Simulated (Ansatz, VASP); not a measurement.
**SiN: VASP beside Ansatz**

Wanted: the spread between two codes on one cell, functional and k mesh. The cell is invented: As first built, before any earlier steps moved the atoms (in the runner's words): it takes the ZrN structure with some of its atoms replaced by other elements, volume scaled by an estimate. It may not be a known or stable phase. The cell is taken from a series of VASP runs on this material, whose earlier steps may have relaxed, scaled or displaced it; both programs get it as it stands.

Program: Ansatz 0.2.0. Level of theory: plane waves, with VASP 6.6.1 beside it; zone-centre phonons at LDA. Results are calculated unless marked as measured.

### 1. Starting point

It takes space group P6_3/mmc (No. 194, hexagonal). The conventional cell has a = 2.710 Å, b = 2.710 Å, c = 5.246 Å, α = 90.00°, β = 90.00°, γ = 120.00°. Nearest to Si lie 6 N at 2.04 Å. N has 6 Si at 2.04 Å nearest. As first built, before any earlier steps moved the atoms (in the runner's words): sites of the ZrN structure (space group 164) filled with other elements, volume scaled by an estimate. Farther neighbours and most contacts between anions are not listed.

### 2. Ansatz: zone-centre phonons, LDA

Ansatz runs on its default PAW (the set named soft_2) files.

Second derivatives magnify differences that forces hide, and they need a tight electronic threshold.

Input file input.yaml:

```yaml
crystal:
  lattice:
    - [2.7096700738, 0.0, 0.0]
    - [-1.3548350369, 2.3466431169, 0.0]
    - [0.0, 0.0, 5.245582882]
  atoms:
    - { symbol: Si, position: [0.666666667, 0.333333333, 0.75] }
    - { symbol: Si, position: [0.333333333, 0.666666667, 0.25] }
    - { symbol: "N", position: [0.0, 0.0, 0.0] }
    - { symbol: "N", position: [0.0, 0.0, 0.5] }
hamiltonian:
  xc: lda
  pseudopotentials: { kind: paw }
kpoints:
  mp_grid: { grid: [16, 16, 8] }
scf:
  occupations: { method: methfessel_paxton, width: 0.2 }
phonons:
  method: dfpt
  qpoints: [[0, 0, 0]]
```

Run with:

```console
> ansatz run input.yaml --threads 4 --pin off --max-ram 9216MiB --backend cpu --events-out ev --progress --plain --runs-dir out
```

Numbers of over 12 decimals in the logs are rounded to 6 here.

Output:

```text
Engine: ansatz 0.2.0, aarch64-unknown-linux-gnu
Pseudopotentials: kind: paw
Pseudopotential: Si, paw, valence charge 4, recommended cutoff 420 eV (normal), Si.paw.azcp
Pseudopotential: N, paw, valence charge 5, recommended cutoff 420 eV (normal), N.paw.azcp
Functional definition: SPW92
  exchange = slater_x
  correlation = pw_c
Crystal: 4 atoms, lattice volume = 33.355 Å³
Basis set: ecut = 420 eV, 659 PW (Γ), exchange–correlation on 40×40×72 points (8 copies of the dense FFT grid, shifted against one another)
Bands: 13, of which v1, the nominal top of the filled ones, is band 9 counted from 1 (8 counted from 0)
Symmetry: 24 space group operations
k-points: 554 of 2048 (irreducible under 2 space group operations, time reversal used)
Non-local potential: Si, projectors of the file, l = 0: 2, l = 1: 2, l = 2: 2
Non-local potential: N, projectors of the file, l = 0: 2, l = 1: 2, l = 2: 1
PAW form: soft (Blöchl's): semilocal exchange-correlation on the pseudo side does not see the compensation charge
PAW frozen core: Si, regenerated for the run's functional, and the local potential with it (the file was generated under x = pbe(κ = 0.804, μ = 0.219515), c = pbe(β = 0.066725))
PAW frozen core: N, regenerated for the run's functional, and the local potential with it (the file was generated under x = pbe(κ = 0.804, μ = 0.219515), c = pbe(β = 0.066725))
PAW one-centre angular grid: Si, 110 points (default); XC on 64 Gauss nodes
PAW one-centre angular grid: N, 110 points (default); XC on 64 Gauss nodes
Initial density: superposition of atomic densities (neutral atoms: chi_scale 0, normalization atom), corrected by the library's trained network
Initial wavefunctions: pseudopotential atomic-orbital guess
Functional: x = slater, c = lda
SCF iter   1: F=—  HF=-1964.343517 eV  |F-HF|=—  |Δ(HF+E_count)|=         —  Δρ=1.32e-2  dr2=5.46e-2  ethr=1.77e-3  ⟨swp⟩=5.0  Hψ=43166  notcnv=0
preconditioner: auto → none  [metal: Δε(μ)=0.114 eV  Ē_g=12.759 eV  σ=0.200 eV  W_gap=0.45  n_scr=4 (ndim 8)  ℏωp=27.3 eV  f_vac=0.000  D(μ)=0.69/eV (n_scr^D=2)  sad-step TF]
SCF iter   2: F=—  HF=-1964.333118 eV  |F-HF|=—  |Δ(HF+E_count)|=   1.04e-2  S|Δr|=    0.00e0  Δρ=6.72e-3  dr2=1.50e-2  ethr=3.03e-4  ⟨swp⟩=1.0  Hψ=11634  notcnv=0
SCF iter   3: F=—  HF=-1964.329063 eV  |F-HF|=—  |Δ(HF+E_count)|=   4.06e-3  S|Δr|=    0.00e0  Δρ=3.44e-4  dr2=1.57e-5  ethr=8.32e-5  ⟨swp⟩=2.4  Hψ=11413  notcnv=0
SCF iter   4: F=—  HF=-1964.329064 eV  |F-HF|=—  |Δ(HF+E_count)|=   1.95e-7  S|Δr|=    0.00e0  Δρ=2.72e-5  dr2=1.60e-7  ethr=8.71e-8  ⟨swp⟩=2.2  Hψ=12200  notcnv=0
SCF iter   5: F=—  HF=-1964.329064 eV  |F-HF|=—  |Δ(HF+E_count)|=   4.80e-7  S|Δr|=    0.00e0  Δρ=3.97e-6  dr2=2.61e-9  ethr=8.90e-10  ⟨swp⟩=2.2  Hψ=11804  notcnv=0
SCF iter   6: F=—  HF=-1964.329064 eV  |F-HF|=—  |Δ(HF+E_count)|=   1.31e-9  S|Δr|=    0.00e0  Δρ=7.00e-7  dr2=1.40e-10  ethr=1.45e-11  ⟨swp⟩=2.1  Hψ=11870  notcnv=0
SCF iter   7: F=-1964.329064 eV  HF=-1964.329064 eV  |F-HF|=4.55e-13  |Δ(HF+E_count)|=  3.09e-11  S|Δr|=    0.00e0  Δρ=4.70e-8  dr2=3.72e-13  ethr=1.00e-12  ⟨swp⟩=6.2  Hψ=31812  notcnv=0
the search or the solves at the SCF's close seem to have found levels that the self-consistency loop had missed (the run counts 3). By its estimate they hold under 1e-12 electrons; where the run keeps them, the occupations were computed again with them
SCF 1 converged in 7 iterations: F = -1964.329064 eV  dr2 = 3.72e-13
  greatest PAW one-centre occupation: 0.789 electrons in one spin orbital (limit 2), on the N atom at site 3 (counted from 0), in its partial waves of l = 0
DFPT response loops at Γ: preconditioner auto → Kerker (q_TF=auto, 2.462 Å⁻¹) (partly filled bands, converged f_vac=0.000); β = 1.00, the filter's whole step (`scf.mixing.beta` (0.50) is not read by the response loops under this deck's `scf.mixing.preconditioner`; to damp them name `kerker` or `kerker_dos`, under which they read `scf.mixing.beta`, and type it under 1.00, their step now; both keys bind the ground state too); Broyden in place of MSR1
SCF converged after 7 iterations
Stability not checked: this state was not tested for a lower state beside it, because cold or Methfessel-Paxton smearing, or corrected tetrahedra, fill the levels in a way that the test cannot read (fill_not_monotonic; see scf.lower_state_search)
Free energy (F): -1964.329064 eV
Harris-Foulkes:  -1964.329064 eV  (|F-HF|=4.55e-13)
Internal energy: -1964.331389 eV  (E = F + TS)
E sigma→0 (E₀):  -1964.329645 eV
Entropy (-TS):   0.002325 eV (0.581 meV/atom)
Fermi energy:    15.249081 eV
--- Per-component energies (eV) ---
  E_band       = 104.099328
  E_kinetic    = 356.340976
  E_local      = -306.061847  (includes V_loc(G=0)·N_el)
  E_nonlocal   = 144.155838
  E_hartree    = 104.205415
  E_xc         = -234.454788
  E_vxc        = -254.116278  (∫ρ·V_xc dr)
  E_paw        = -1207.030412  (= ΣΔE_a)
  E_vpaw       = -44.630393  (= ΣTr[D̂ρ^β])
  E_aug_tail   = 0.000194  (compensation charges beyond the density's cutoff)
  E_ewald      = -821.815515
  E_core_change = 0.328750  (= ΣΔE_core)
  E_smearing   = 0.002325  (= −TS)
  E_closure    = -0.000000  (closes the sum)
  Σ components = -1964.329064   (vs F -1964.329064, Δ=0.00e0)
--- Band table (eV; the first three rows and the last of 554) ---
  k-point 0: bands = [... 5 lower, 11.4174, 12.6027, 12.6027, 13.1820, 19.5130, 20.3012, 20.9166, 21.6268]
  k-point 1: bands = [... 5 lower, 11.4561, 12.5484, 12.5484, 13.7683, 19.0345, 20.7686, 21.0925, 21.7040]
  k-point 2: bands = [... 5 lower, 11.5669, 12.3988, 12.3988, 14.8339, 18.3051, 21.4374, 21.5566, 21.9312]
  k-point 553: bands = [... 5 lower, 7.2123, 7.5729, 7.5729, 15.0123, 15.0123, 17.4384, 17.4384, 21.9812]
--- Phonons (Γ-DFPT): 4 representative perturbations + reference, on 554 of 2048 k-points (Σ response iterations 12) ---
  k mesh reduced under 2 symmetry operations, with k and −k counted as one. Each operation leaves every solved perturbation unchanged. A smaller set is not used because it would not reduce the number of displacements times k-points to solve
  ASR residual: 2.947e-5 → 0.000e0 eV/Å²; symmetrization residual: 8.705e-7 eV/Å²
  ASR residual per site (eV/Å²): 5.74e-6 5.74e-6 2.95e-5 2.95e-5
  Γ frequencies (cm⁻¹): -395.79 -277.07 -219.47 -219.47 0.00 0.00 0.00 120.78 120.78 189.32 189.32 696.32
  non-analytic LO–TO correction: not included (Born effective charges unavailable; polar crystals: no LO–TO splitting at Γ)
--- Phonons (arbitrary-q DFPT): 1 explicit q-point ---
  q = [0, 0, 0] (of the zone-centre solve; hermiticity 3.53e-8, symmetrization 1.69e-8): -395.79 -277.07 -219.47 -219.47 -0.00 -0.00 0.00 120.78 120.78 189.32 189.32 696.32
  sum rule: each row above includes the acoustic sum rule's correction from the zone centre's row sums; it moved no ω² by more than (0.76 cm⁻¹)²
```

Wall time 21 s (4 threads of Arm Neoverse V2, shared host); peak memory 1.1 GiB; 76 s of CPU time.

(Part 1 of 2 ends here.)

[Lines on the potential files, build, host, timing and source positions are cut from VASP's logs without a mark.]

[Logs are printed without paths, hosts, clocks, repeated set-up lines and the standing remarks that a program may print on its own settings, such as how far it seeks lower states.]

[Hosts, paths, dates, database ids (printed as entryN), source tags and the programs' standing remarks are cut or masked in the printed files.]
